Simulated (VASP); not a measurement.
Consider the following.

```
CELL_PARAMETERS angstrom
      2.94012     0.00000     0.00000
     -1.47006     2.54622     0.00000
      0.00000     0.00000     2.88924
ATOMIC_POSITIONS crystal
  Ta 0.00000 0.00000 0.50000
  N  0.66667 0.33333 0.00000
```

These are r2SCAN meta-GGA, VASP's PBE PAW potentials (set 64) (plane waves; VASP 6.6.1) values and carry that method's errors. Settings: 520 eV cut-off, 16×16×14 Γ-centred mesh, tetrahedra with Blöchl corrections, potentials Ta_pv N.

Unless said otherwise, spin-orbit coupling is left out, though it shifts the bands of the heavy elements here.

Problem. Estimate the energy per atom (σ→0), band gap (over mesh and band path) with the smallest direct gap where there is one.

Solution. 
```yaml
band gap (over mesh and band path): none (metal, semimetal or under 0.01 eV)
energy per atom (σ→0): -30.198 eV/atom
```

The absolute energy has meaning only against runs of the same code, potentials and settings.

The structure comes from a computed database's TaN entry (P-6m2); how it stands against other phases isn't given here. It was relaxed first.
